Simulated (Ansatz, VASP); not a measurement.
**Cross-check of NiO between VASP and Ansatz**

One calculation is typed for both programs; each brings its own data sets. How far apart do they land? The cell is taken from a series of runs on this material, whose earlier steps may have relaxed, scaled, displaced or heated it; both programs get it as it stands.

Method: plane waves, with VASP 6.6.1 beside it; relaxation of cell and atoms at PBEsol, in Ansatz 0.2.0.

### 1. The starting structure

Symmetry: R-3m, No. 166, trigonal system. The conventional cell has a = 2.924 Å, b = 2.924 Å, c = 7.089 Å, α = 90.00°, β = 90.00°, γ = 120.00°. Nearest to Ni lie 6 O at 2.06 Å. Nearest to O lie 6 Ni at 2.06 Å. Farther neighbours and most contacts between anions are not listed.

### 2. Ansatz: relaxation of cell and atoms, PBEsol

Ansatz runs on its PAW soft_1 files.

The relaxed volume is the usual yardstick between codes: in a stiff, nearly cubic crystal its relative difference is about their pressure difference at one cell divided by the bulk modulus.

File input.yaml:

```yaml
crystal:
  lattice:
    - [2.0673069892, 0.0, -2.0673069892]
    - [2.0673069892, -2.0673069892, 0.0]
    - [-2.0394028253, -2.0394028253, -4.1067098145]
  atoms:
    - { symbol: Ni, position: [0.0, 0.5, 0.5], spin: -1.42 }
    - { symbol: Ni, position: [0.0, 0.0, 0.0], spin: 1.42 }
    - { symbol: O, position: [0.5, 0.25, 0.75] }
    - { symbol: O, position: [0.5, 0.75, 0.25] }
kpoints:
  mp_grid: { grid: [12, 12, 12] }
hamiltonian:
  xc: pbesol
  pseudopotentials: { kind: paw, azcp: { folder: soft_1 }, xc_functional: pbe }
scf:
  occupations: { method: gaussian, width: 0.02 }
output:
  forces: true
  stress: true
  eigenvalues: true
  populations: true
magnetization:
  spin_polarized: true
relax:
  adjacent_minimum: "off"
  f_tol: 0.001
  max_steps: 60
  cell: { stress_tol: 0.01 }
```

The run is started by

```
ansatz run input.yaml --threads 4 --pin off --max-ram 10240MiB --backend cpu --events-out ev --progress --plain --runs-dir out
```

Numbers of over 12 decimals in the logs are rounded to 6 here.

The log of the run:

```text
Engine: ansatz 0.2.0, aarch64-unknown-linux-gnu
Pseudopotentials: kind: paw
Pseudopotential: Ni, paw, valence charge 18, recommended cutoff 420 eV (normal), soft_1/Ni.paw.azcp
Pseudopotential: O, paw, valence charge 6, recommended cutoff 420 eV (normal), soft_1/O.paw.azcp
Functional definition: PBEsol
  exchange = pbesol_x
  correlation = pbesol_c
Crystal: 4 atoms, lattice volume = 34.983 Å³
Basis set: ecut = 420 eV, 675 PW (Γ), exchange–correlation on 40×40×72 points (8 copies of the dense FFT grid, shifted against one another)
Bands: 31, of which v1, the nominal top of the filled ones, is band 24 counted from 1 (23 counted from 0)
Symmetry: 12 space group operations
Space group: R-3m (ITA 166), of the structure as read, at distance tolerance 3.3e-5 Å
Magnetic group: BNS 166.102 (UNI 1332), of the structure as read, at distance tolerance 3.3e-5 Å
k-points: 189 of 1728
Non-local potential: Ni, projectors of the file, l = 0: 3, l = 1: 2, l = 2: 3, l = 3: 1
Non-local potential: O, projectors of the file, l = 0: 2, l = 1: 2, l = 2: 1
PAW form: soft (Blöchl's): semilocal exchange-correlation on the pseudo side does not see the compensation charge
PAW frozen core: Ni, regenerated for the run's functional, and the local potential with it (the file was generated under x = pbe(κ = 0.804, μ = 0.219515), c = pbe(β = 0.066725))
PAW frozen core: O, regenerated for the run's functional, and the local potential with it (the file was generated under x = pbe(κ = 0.804, μ = 0.219515), c = pbe(β = 0.066725))
PAW one-centre angular grid: Ni, 590 points (default); XC on 64 Gauss nodes
PAW one-centre angular grid: O, 110 points (default); XC on 64 Gauss nodes
Initial density: superposition of atomic densities (chi_scale 0.1, normalization cell, long waves kept (reshape's long-wave potential 0.00 eV rms))
Starting moments: Σ|m| = 2.84 μB on 2 of 4 sites
Starting magnetic order: antiferromagnet; a translation exchanges its spin sublattices: spin-degenerate at every k-point
Initial wavefunctions: pseudopotential atomic-orbital guess
Functional: x = pbesol(κ = 0.804, μ = 0.123457), c = pbesol(β = 0.046)
SCF iter   1: F=—  HF=-12727.017318 eV  |F-HF|=—  |Δ(HF+E_count)|=         —  Δρ=1.18e-1 (↑1.18e-1 ↓1.18e-1)  dr2=1.28e1  dr2_m=2.62e-1  M=0.000 μB ∫|m|=2.414 μB  β_m=0.30  ethr=3.10e-3  ⟨swp⟩=4.9  Hψ=20814  notcnv=0
Mixer restart at iter 1: flushing history
preconditioner: auto → none  [insulator: Δε(μ)=0.141 eV  Ē_g=12.148 eV  σ=0.020 eV  W_gap=1.00  n_scr=16 (ndim 8)  ℏωp=35.5 eV  f_vac=0.000  D(μ)=0.00/eV (n_scr^D=0)  ε∞_Penn≈9.5]
SCF iter   2: F=—  HF=-12728.768234 eV  |F-HF|=—  |Δ(HF+E_count)|=    1.75e0  Δρ=6.08e-2 (↑6.08e-2 ↓6.08e-2)  dr2=1.53e0  dr2_m=3.75e-1  M=0.000 μB ∫|m|=2.945 μB  β_m=0.27  ethr=3.10e-3  ⟨swp⟩=3.6  Hψ=13684  notcnv=0  defer=520
SCF iter   3: F=—  HF=-12728.251217 eV  |F-HF|=—  |Δ(HF+E_count)|=   5.17e-1  Δρ=3.17e-2 (↑3.17e-2 ↓3.17e-2)  dr2=1.69e-1  dr2_m=1.62e-1  M=0.000 μB ∫|m|=2.834 μB  β_m=0.58  ethr=3.10e-3  ⟨swp⟩=2.5  Hψ=9361  notcnv=0  defer=526
SCF iter   4: F=—  HF=-12729.080953 eV  |F-HF|=—  |Δ(HF+E_count)|=         —  Δρ=3.55e-3 (↑3.55e-3 ↓3.55e-3)  dr2=6.14e-3  dr2_m=1.73e-3  M=0.000 μB ∫|m|=2.872 μB  β_m=0.58  ethr=3.52e-4  ⟨swp⟩=3.4  Hψ=11423  notcnv=0  defer=525
Mixer restart at iter 4: flushing history
SCF iter   5: F=—  HF=-12729.092826 eV  |F-HF|=—  |Δ(HF+E_count)|=   1.19e-2  Δρ=4.57e-3 (↑4.57e-3 ↓4.57e-3)  dr2=1.44e-2  dr2_m=1.11e-4  M=0.000 μB ∫|m|=2.890 μB  β_m=0.58  ethr=1.28e-5  ⟨swp⟩=3.0  Hψ=11965  notcnv=0  defer=524
SCF iter   6: F=—  HF=-12729.087798 eV  |F-HF|=—  |Δ(HF+E_count)|=   5.03e-3  Δρ=2.84e-3 (↑2.84e-3 ↓2.84e-3)  dr2=4.58e-3  dr2_m=1.42e-3  M=0.000 μB ∫|m|=2.858 μB  β_m=0.53  ethr=1.28e-5  ⟨swp⟩=3.0  Hψ=11570  notcnv=0  defer=524
SCF iter   7: F=—  HF=-12729.088898 eV  |F-HF|=—  |Δ(HF+E_count)|=   1.10e-3  Δρ=1.33e-3 (↑1.33e-3 ↓1.33e-3)  dr2=7.77e-4  dr2_m=2.72e-4  M=0.000 μB ∫|m|=2.864 μB  β_m=0.56  ethr=9.54e-6  ⟨swp⟩=2.0  Hψ=8378  notcnv=0  defer=524
SCF iter   8: F=—  HF=-12729.089100 eV  |F-HF|=—  |Δ(HF+E_count)|=   2.02e-4  Δρ=5.52e-4 (↑5.52e-4 ↓5.52e-4)  dr2=1.36e-4  dr2_m=5.11e-5  M=0.000 μB ∫|m|=2.861 μB  β_m=0.71  ethr=1.62e-6  ⟨swp⟩=2.1  Hψ=8743  notcnv=0  defer=524
[...]
SCF iter  11: F=-12729.089067 eV  HF=-12729.089067 eV  |F-HF|=1.80e-10  |Δ(HF+E_count)|=  6.77e-10  Δρ=4.87e-7 (↑4.87e-7 ↓4.87e-7)  dr2=2.36e-10  dr2_m=1.79e-11  M=0.000 μB ∫|m|=2.863 μB  ethr=7.35e-11  ⟨swp⟩=7.6  Hψ=24360  notcnv=0
SCF 1 converged in 11 iterations: F = -12729.089067 eV  dr2 = 2.36e-10
  greatest PAW one-centre occupation: 1.002 electrons in one spin orbital (limit 2), on the Ni atom at site 1 (counted from 0), in its partial waves of l = 1
relax step   1: F+E_penalty+E_count = -12729.08906659 eV  Δ(F+E_penalty+E_count) = +0.000e0 eV  max|allowed force component| = 3.366e-29 eV/Å  Δτ_max = 0.0000 Å  P = -0.004 GPa  Ω = 34.983 Å³  (11 SCF iters, dr2 threshold 1.00e-7 eV, accepted)
Initial density: handed on by an earlier stage of this run
Starting moments: Σ|m| = 2.84 μB on 2 of 4 sites; this step starts from the density that it was given
Initial wavefunctions: pseudopotential atomic-orbital guess (no wavefunctions were taken with the density)
iter 1 solved again at ethr=1.96e-8 eV; its pass at ethr=3.10e-3 eV (dr2=9.42e-6 eV) is discarded
SCF iter   1: F=—  HF=-12729.089061 eV  |F-HF|=—  |Δ(HF+E_count)|=         —  Δρ=8.85e-7 (↑8.85e-7 ↓8.85e-7)  dr2=1.45e-10  dr2_m=1.76e-10  M=0.000 μB ∫|m|=2.863 μB  β_m=0.65  ethr=1.96e-8  ⟨swp⟩=3.2  Hψ=38909  notcnv=0
eigensolver tolerance schedule: the retry pair's looser diagonalisation over-reported the residual by 64998.47 of it (diagonalisation noise at 0.70 of the residual, at the tolerance the schedule requests for it); recorded, not acted on — ethr = c·dr2/N_el stays at c = 1.0e-1
preconditioner: auto → none  [insulator: Δε(μ)=0.753 eV  Ē_g=12.426 eV  σ=0.020 eV  W_gap=1.00  n_scr=16 (ndim 8)  ℏωp=35.5 eV  f_vac=0.000  D(μ)=0.00/eV (n_scr^D=0)  ε∞_Penn≈9.2]
SCF iter   2: F=—  HF=-12729.089067 eV  |F-HF|=—  |Δ(HF+E_count)|=   5.67e-6  Δρ=8.51e-7 (↑8.51e-7 ↓8.51e-7)  dr2=7.06e-10  dr2_m=4.84e-12  M=0.000 μB ∫|m|=2.863 μB  β_m=0.30  ethr=1.00e-12  ⟨swp⟩=3.3  Hψ=13462  notcnv=0
SCF iter   3: F=—  HF=-12729.089067 eV  |F-HF|=—  |Δ(HF+E_count)|=  1.09e-10  Δρ=3.33e-7 (↑3.33e-7 ↓3.33e-7)  dr2=1.06e-11  dr2_m=3.27e-11  M=0.000 μB ∫|m|=2.863 μB  β_m=0.50  ethr=1.00e-12  ⟨swp⟩=2.1  Hψ=8078  notcnv=0
SCF iter   4: F=—  HF=-12729.089067 eV  |F-HF|=—  |Δ(HF+E_count)|=  9.09e-11  Δρ=1.74e-7 (↑1.74e-7 ↓1.74e-7)  dr2=1.57e-11  dr2_m=2.43e-12  M=0.000 μB ∫|m|=2.863 μB  β_m=0.53  ethr=1.00e-12  ⟨swp⟩=1.9  Hψ=6347  notcnv=0
SCF iter   5: F=—  HF=-12729.089067 eV  |F-HF|=—  |Δ(HF+E_count)|=  1.46e-11  Δρ=6.97e-8 (↑6.97e-8 ↓6.97e-8)  dr2=1.29e-12  dr2_m=1.22e-12  M=0.000 μB ∫|m|=2.863 μB  β_m=0.76  ethr=1.00e-12  ⟨swp⟩=1.0  Hψ=5859  notcnv=0
SCF iter   6: F=—  HF=-12729.089067 eV  |F-HF|=—  |Δ(HF+E_count)|=  1.46e-11  Δρ=7.88e-8 (↑7.88e-8 ↓7.88e-8)  dr2=1.99e-12  dr2_m=1.31e-12  M=0.000 μB ∫|m|=2.863 μB  β_m=0.71  ethr=1.00e-12  ⟨swp⟩=1.0  Hψ=5859  notcnv=0
SCF iter   7: F=—  HF=-12729.089067 eV  |F-HF|=—  |Δ(HF+E_count)|=    0.00e0  Δρ=2.38e-8 (↑2.38e-8 ↓2.38e-8)  dr2=1.36e-13  dr2_m=1.38e-13  M=0.000 μB ∫|m|=2.863 μB  β_m=0.73  ethr=1.00e-12  ⟨swp⟩=1.0  Hψ=5859  notcnv=0
SCF iter   8: F=-12729.089067 eV  HF=-12729.089067 eV  |F-HF|=1.82e-12  |Δ(HF+E_count)|=  1.82e-12  Δρ=7.75e-9 (↑7.75e-9 ↓7.75e-9)  dr2=6.74e-15  dr2_m=1.65e-14  M=0.000 μB ∫|m|=2.863 μB  ethr=1.00e-12  ⟨swp⟩=3.0  Hψ=19419  notcnv=0
SCF 2 converged in 8 iterations: F = -12729.089067 eV  dr2 = 6.74e-15
relax step   2: F+E_penalty+E_count = -12729.08906659 eV  Δ(F+E_penalty+E_count) = -1.492e-10 eV  max|allowed force component| = 2.524e-29 eV/Å  Δτ_max = 0.0000 Å  P = -0.004 GPa  Ω = 34.983 Å³  stress off target by 6.54e-3 GPa  SCF on the basis re-selected at this cell (its energy is not comparable with the rows above)  (8 SCF iters)
basis re-selected at this cell: Δ(F+E_penalty+E_count) = -1.492e-10 eV, ΔP = +0.000 GPa vs the last step (what re-selecting the basis moved, of the pressure what is left beyond the Pulay correction that the steps carried, after the strain that the cell walked since its last selection, with what the two solves' SCF thresholds leave and, on support functions, any second-order correction that the steps lacked; it is no  [...]
SCF converged after 8 iterations
Magnetization: 0.0000 μB (24.0000 up, 24.0000 down)
Absolute magnetization: 2.8583 μB (∫|ρ↑−ρ↓|, with the PAW one-centre terms)
Spin contamination: 1.3972 ħ² per cell (⟨S²⟩ above its minimum at these occupations)
Per-site moments (μB) at R_I (Å): [(-1.289733, 0.849896), (1.289733, 0.849896), (1.4495630367866338e-17, 0.849896), (-2.3817310872299002e-17, 0.849896)]
Free energy (F): -12729.089067 eV
Harris-Foulkes:  -12729.089067 eV  (|F-HF|=1.82e-12)
Internal energy: -12729.089067 eV  (E = F + TS)
E sigma→0 (E₀):  -12729.089067 eV
Fermi energy:    14.902375 eV
--- Per-component energies (eV) ---
  E_band       = -627.960108
  E_kinetic    = 1005.255563
  E_local      = -6446.338383  (includes V_loc(G=0)·N_el)
  E_nonlocal   = -114.237622
  E_hartree    = 3339.509436
  E_xc         = -361.582717
  E_vxc        = -466.795906  (∫ρ·V_xc dr)
  E_paw        = -3561.697783  (= ΣΔE_a)
  E_vpaw       = -1284.865686  (= ΣTr[D̂ρ^β])
  E_aug_tail   = 0.003053  (compensation charges beyond the density's cutoff)
  E_ewald      = -6590.465769
  E_core_change = 0.465154  (= ΣΔE_core)
  E_smearing   = -0.000000  (= −TS)
  E_closure    = 0.000000  (closes the sum)
  Σ components = -12729.089067   (vs F -12729.089067, Δ=0.00e0)
--- Forces (eV/Å), atoms counted from 1 ---
  atom   1  Ni     0.00000000     0.00000000     0.00000000
  atom   2  Ni     0.00000000    -0.00000000    -0.00000000
  atom   3  O      0.00000000     0.00000000     0.00000000
  atom   4  O     -0.00000000    -0.00000000    -0.00000000
  max |Σ_I F_I| component: 2.02e-28 eV/Å
--- Stress (GPa, compression-positive) ---
       -0.003717      -0.001410      -0.001410
       -0.001410      -0.003717      -0.001410
       -0.001410      -0.001410      -0.003717
  P = ⅓ Tr σ = -0.0037 GPa (-0.037 kbar)
--- Band table (eV; the first three rows and the last of 378) ---
  k-point 0 ↑: bands = [... 20 lower, 12.8932, 13.9000, 13.9000, 14.2353, 16.5396, 16.5396, 16.7575, 20.4690, ... 3 higher]
  k-point 1 ↑: bands = [... 20 lower, 13.0461, 13.8912, 13.8912, 14.2103, 16.5079, 16.5079, 16.8946, 20.4764, ... 3 higher]
  k-point 2 ↑: bands = [... 20 lower, 13.3562, 13.8712, 13.8712, 14.1406, 16.4165, 16.4165, 17.2643, 20.4771, ... 3 higher]
  k-point 188 ↓: bands = [... 20 lower, 13.9648, 14.0447, 14.2932, 14.3521, 15.9018, 16.0610, 24.0402, 24.1473, ... 3 higher]
--- Relaxed structure (1 steps of the walk, 1 accepted, 1 SCFs on fresh bases) ---
  F+E_penalty+E_count = -12729.08906659 eV   max|allowed force component| = 2.524e-29 eV/Å   (the final SCF, on the basis selected at the relaxed cell)
  cell:  # Å, volume = 34.9829 Å³
    - [2.0673069892, 0.0, -2.0673069892]
    - [2.0673069892, -2.0673069892, 0.0]
    - [-2.0394028253, -2.0394028253, -4.1067098145]
  atoms:
    - { symbol: Ni, position: [-1.1102230246251565e-16, 0.500000, 0.5] }
    - { symbol: Ni, position: [-1.1102230246251565e-16, 0.0, 0.0] }
    - { symbol: O, position: [0.500000, 0.250000, 0.750000] }
    - { symbol: O, position: [0.500000, 0.75, 0.25] }
--- Löwdin populations: 4 sites ---
  site symbol       q [e]    m [muB]
     0     Ni     17.0040    -1.2473
     1     Ni     17.0040     1.2473
     2      O      6.8774     0.0000
     3      O      6.8774     0.0000
  spilling = 0.004941 (of n_electrons = 48.000000)
```

Reading the cycles: dr2 is the Hartree energy of the density residual (eV), the measure of convergence; HF is the Harris–Foulkes estimate of the energy, which meets the free energy F at convergence.

[end of part 1 of 2]

[Lines on the potential files, build, host, timing and source positions are cut from VASP's logs without a mark.]

[Logs are printed without paths, hosts, clocks, repeated set-up lines and the standing remarks that a program may print on its own settings, such as how far it seeks lower states.]

[Hosts, paths, dates, database ids (printed as entryN), source tags and the programs' standing remarks are cut or masked in the printed files.]
